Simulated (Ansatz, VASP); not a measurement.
# Pt3PbC in two plane-wave programs, part 2 of 3

One calculation is typed for both programs; each brings its own data sets. How far apart do they land? The cell is taken from a series of runs on this material, whose earlier steps may have relaxed, scaled, displaced or heated it; both programs get it as it stands.

VASP 6.6.1 and Ansatz 0.2.0.

So far: The starting structure; VASP: zone-centre phonons, PBEsol.

## 2. VASP: zone-centre phonons, PBEsol (continued)

Level of this step: PBEsol; plane waves and PAW (Pt, Pb_d, C) (VASP).

Parts of OUTCAR (step 2):

```text
ion  position               nearest neighbor table
   1  0.000  0.523  0.523-   5 2.16   5 2.16   4 2.85   3 2.87   2 2.87   3 2.87   2 2.87   4 2.88
                             2 3.16   3 3.16   2 3.16   3 3.16   4 3.25   4 3.25
   2  0.500  0.518  0.975-   5 2.06   5 2.34   1 2.87   1 2.87   3 2.88   3 2.88   3 2.97   4 3.01
                             4 3.01   4 3.03   4 3.03   1 3.16   1 3.16
   3  0.500  0.975  0.518-   5 2.06   5 2.34   1 2.87   1 2.87   2 2.88   2 2.88   2 2.97   4 3.01
                             4 3.01   4 3.03   4 3.03   1 3.16   1 3.16
   4  0.000  0.020  0.020-   1 2.85   1 2.88   3 3.01   2 3.01   3 3.01   2 3.01   2 3.03   3 3.03
                             2 3.03   3 3.03   1 3.25   1 3.25
   5  0.500  0.430  0.430-   2 2.06   3 2.06   1 2.16   1 2.16   3 2.34   2 2.34

  LATTYP: Found a base centered orthorhombic cell.
 ALAT       =     5.7345687334
 B/A-ratio  =     1.1339236000
 C/A-ratio  =     0.7297472994

 Subroutine GETGRP returns: Found  4 space group operations
 (whereof  4 operations were pure point group operations)

The static configuration has the point symmetry C_2v.

 Found    105 irreducible k-points:

   k-points           NKPTS =    105   k-points in BZ     NKDIM =    105   number of bands    NBANDS=     30

   dimension x,y,z NGX =    36 NGY =   36 NGZ =   36
   dimension x,y,z NGXF=    72 NGYF=   72 NGZF=   72

   ENCUT  =  600.0 eV  44.10 Ry    6.64 a.u.   8.36  8.66  8.66*2*pi/ulx,y,z

   NELECT =      48.0000    total number of electrons

 k-points in reciprocal lattice and weights: Automatic mesh
   0.00000000  0.00000000  0.00000000       0.002
   0.12500000  0.00000000  0.00000000       0.004
   0.25000000  0.00000000  0.00000000       0.004
   0.37500000  0.00000000  0.00000000       0.004
   0.50000000  0.00000000  0.00000000       0.002
   0.00000000  0.12500000  0.00000000       0.008
   0.12500000  0.12500000  0.00000000       0.016
   0.25000000  0.12500000  0.00000000       0.016
   0.37500000  0.12500000  0.00000000       0.016
[...]
0.25000000  0.37500000  0.25000000       0.016
[...]
POSITION                                       TOTAL-FORCE (eV/Angst)
 -----------------------------------------------------------------------------------
      0.00000      0.00000      2.99643         0.000000      0.000000      0.011518
      2.09239     -1.48509      4.28087         0.000000      0.033570     -0.017544
      2.09239      1.48509      4.28087         0.000000     -0.033570     -0.017544
      0.00000      0.00000      0.11560         0.000000      0.000000     -0.003129
      2.09239      0.00000      2.46693         0.000000      0.000000      0.026700
 -----------------------------------------------------------------------------------
    total drift:                                0.000000      0.000000      0.000379

 Eigenvectors and eigenvalues of the dynamical matrix
 ----------------------------------------------------

   1 f  =   11.425007 THz    71.785437 2PiTHz  381.097216 cm-1    47.250011 meV
             X         Y         Z           dx          dy          dz
      0.000000  0.000000  2.996425    -0.000000   -0.000000   -0.014291
      2.092393 -1.485095  4.280873     0.000000    0.079695   -0.097976
      2.092393  1.485095  4.280873     0.000000   -0.079695   -0.097976
      0.000000  0.000000  0.115603    -0.000000   -0.000000   -0.032616
      2.092393  0.000000  2.466933     0.000000   -0.000000    0.983276

   2 f  =   11.231837 THz    70.571712 2PiTHz  374.653749 cm-1    46.451124 meV
             X         Y         Z           dx          dy          dz
      0.000000  0.000000  2.996425     0.220274    0.000000   -0.000000
      2.092393 -1.485095  4.280873    -0.007607   -0.000000    0.000000
      2.092393  1.485095  4.280873    -0.007607   -0.000000   -0.000000
      0.000000  0.000000  0.115603     0.035742   -0.000000    0.000000
      2.092393  0.000000  2.466933    -0.974724    0.000000    0.000000

   3 f  =    8.841370 THz    55.551966 2PiTHz  294.916361 cm-1    36.564952 meV
             X         Y         Z           dx          dy          dz
      0.000000  0.000000  2.996425     0.000000   -0.188169   -0.000000
      2.092393 -1.485095  4.280873    -0.000000    0.175837   -0.319915
      2.092393  1.485095  4.280873    -0.000000    0.175837    0.319915
      0.000000  0.000000  0.115603    -0.000000    0.042389    0.000000
      2.092393  0.000000  2.466933    -0.000000   -0.834426   -0.000000

   4 f  =    4.357213 THz    27.377179 2PiTHz  145.340992 cm-1    18.019978 meV
             X         Y         Z           dx          dy          dz
      0.000000  0.000000  2.996425     0.000000    0.000000    0.658179
      2.092393 -1.485095  4.280873    -0.000000    0.370664   -0.045896
      2.092393  1.485095  4.280873    -0.000000   -0.370664   -0.045896
      0.000000  0.000000  0.115603     0.000000    0.000000   -0.530879
      2.092393  0.000000  2.466933    -0.000000    0.000000   -0.077275

   5 f  =    3.364161 THz    21.137644 2PiTHz  112.216316 cm-1    13.913044 meV
             X         Y         Z           dx          dy          dz
      0.000000  0.000000  2.996425    -0.483241   -0.000000    0.000000
      2.092393 -1.485095  4.280873     0.507314    0.000000    0.000000
      2.092393  1.485095  4.280873     0.507314    0.000000   -0.000000
      0.000000  0.000000  0.115603    -0.483280   -0.000000   -0.000000
      2.092393  0.000000  2.466933    -0.134846    0.000000   -0.000000

   6 f  =    2.924934 THz    18.377905 2PiTHz   97.565313 cm-1    12.096552 meV
             X         Y         Z           dx          dy          dz
      0.000000  0.000000  2.996425    -0.000000    0.000000    0.250444
      2.092393 -1.485095  4.280873    -0.000000   -0.562554    0.126021
      2.092393  1.485095  4.280873    -0.000000    0.562554    0.126021
      0.000000  0.000000  0.115603     0.000000    0.000000   -0.511839
      2.092393  0.000000  2.466933    -0.000000   -0.000000    0.102966

   7 f  =    2.599646 THz    16.334055 2PiTHz   86.714846 cm-1    10.751266 meV
             X         Y         Z           dx          dy          dz
      0.000000  0.000000  2.996425     0.000000   -0.313214   -0.000000
      2.092393 -1.485095  4.280873    -0.000000    0.428277    0.366252
      2.092393  1.485095  4.280873    -0.000000    0.428277   -0.366252
      0.000000  0.000000  0.115603    -0.000000   -0.513478   -0.000000
      2.092393  0.000000  2.466933     0.000000   -0.055792    0.000000

   8 f  =    2.230246 THz    14.013052 2PiTHz   74.393014 cm-1     9.223554 meV
             X         Y         Z           dx          dy          dz
      0.000000  0.000000  2.996425     0.000000    0.000000   -0.511156
      2.092393 -1.485095  4.280873     0.000000    0.199474    0.479699
      2.092393  1.485095  4.280873     0.000000   -0.199474    0.479699
      0.000000  0.000000  0.115603    -0.000000    0.000000   -0.444104
      2.092393  0.000000  2.466933     0.000000   -0.000000    0.041102

   9 f  =    2.212216 THz    13.899764 2PiTHz   73.791590 cm-1     9.148987 meV
             X         Y         Z           dx          dy          dz
      0.000000  0.000000  2.996425    -0.689622   -0.000000   -0.000000
      2.092393 -1.485095  4.280873    -0.006343    0.000000    0.000000
      2.092393  1.485095  4.280873    -0.006343   -0.000000    0.000000
      0.000000  0.000000  0.115603     0.712418   -0.000000   -0.000000
      2.092393  0.000000  2.466933    -0.129622   -0.000000    0.000000

  10 f  =    2.183676 THz    13.720443 2PiTHz   72.839604 cm-1     9.030956 meV
             X         Y         Z           dx          dy          dz
      0.000000  0.000000  2.996425     0.000000   -0.000000   -0.000000
      2.092393 -1.485095  4.280873    -0.707107    0.000000    0.000000
      2.092393  1.485095  4.280873     0.707107    0.000000   -0.000000
      0.000000  0.000000  0.115603    -0.000000   -0.000000   -0.000000
      2.092393  0.000000  2.466933     0.000000   -0.000000    0.000000

  11 f  =    1.750241 THz    10.997085 2PiTHz   58.381739 cm-1     7.238410 meV
             X         Y         Z           dx          dy          dz
      0.000000  0.000000  2.996425    -0.000000    0.578207   -0.000000
      2.092393 -1.485095  4.280873    -0.000000    0.056107   -0.295985
      2.092393  1.485095  4.280873    -0.000000    0.056107    0.295985
      0.000000  0.000000  0.115603     0.000000   -0.690593   -0.000000
      2.092393  0.000000  2.466933    -0.000000    0.085133    0.000000

  12 f  =    0.001134 THz     0.007124 2PiTHz    0.037818 cm-1     0.004689 meV
             X         Y         Z           dx          dy          dz
      0.000000  0.000000  2.996425     0.000000   -0.492785   -0.000000
      2.092393 -1.485095  4.280873     0.000000   -0.492286   -0.000120
      2.092393  1.485095  4.280873     0.000000   -0.492286    0.000120
      0.000000  0.000000  0.115603     0.000000   -0.507523   -0.000000
      2.092393  0.000000  2.466933     0.000000   -0.122041   -0.000000

  13 f/i=    0.000413 THz     0.002597 2PiTHz    0.013788 cm-1     0.001710 meV
             X         Y         Z           dx          dy          dz
      0.000000  0.000000  2.996425     0.492320    0.000000    0.000000
      2.092393 -1.485095  4.280873     0.492478    0.000000    0.000000
      2.092393  1.485095  4.280873     0.492478    0.000000    0.000000
      0.000000  0.000000  0.115603     0.507567    0.000000    0.000000
      2.092393  0.000000  2.466933     0.122183    0.000000    0.000000

  14 f/i=    0.001342 THz     0.008435 2PiTHz    0.044778 cm-1     0.005552 meV
             X         Y         Z           dx          dy          dz
      0.000000  0.000000  2.996425     0.000000    0.000000   -0.492538
      2.092393 -1.485095  4.280873     0.000000   -0.000053   -0.492242
      2.092393  1.485095  4.280873     0.000000    0.000053   -0.492242
      0.000000  0.000000  0.115603     0.000000    0.000000   -0.507834
      2.092393  0.000000  2.466933     0.000000    0.000000   -0.122092

  15 f/i=    3.189406 THz    20.039629 2PiTHz  106.387131 cm-1    13.190317 meV
             X         Y         Z           dx          dy          dz
      0.000000  0.000000  2.996425    -0.000000   -0.537893   -0.000000
      2.092393 -1.485095  4.280873     0.000000    0.200416   -0.419412
      2.092393  1.485095  4.280873     0.000000    0.200416    0.419412
      0.000000  0.000000  0.115603     0.000000    0.006777   -0.000000
      2.092393  0.000000  2.466933    -0.000000    0.527711   -0.000000

 ELASTIC MODULI CONTR FROM IONIC RELAXATION (kBar)
 Direction    XX          YY          ZZ          XY          YZ          ZX
 --------------------------------------------------------------------------------
 XX        -127.5046    143.3637     11.6447      0.0000      0.0000      0.0000
 YY         143.3637   -436.9382   -116.8803     -0.0000     -0.0000     -0.0000
 ZZ          11.6447   -116.8803    -70.7652     -0.0000     -0.0000     -0.0000
 XY           0.0000     -0.0000     -0.0000   -288.6371     -0.0000     -0.0000
 YZ           0.0000     -0.0000      0.0000     -0.0000   -361.8680     -0.0000
 ZX           0.0000     -0.0000     -0.0000     -0.0000     -0.0000   -155.7688
 --------------------------------------------------------------------------------
```

(Continued in part 3 of 3.)

[Lines on the potential files, build, host, timing and source positions are cut from VASP's logs without a mark.]

[Logs are printed without paths, hosts, clocks, repeated set-up lines and the standing remarks that a program may print on its own settings, such as how far it seeks lower states.]

[Hosts, paths, dates, database ids (printed as entryN), source tags and the programs' standing remarks are cut or masked in the printed files.]
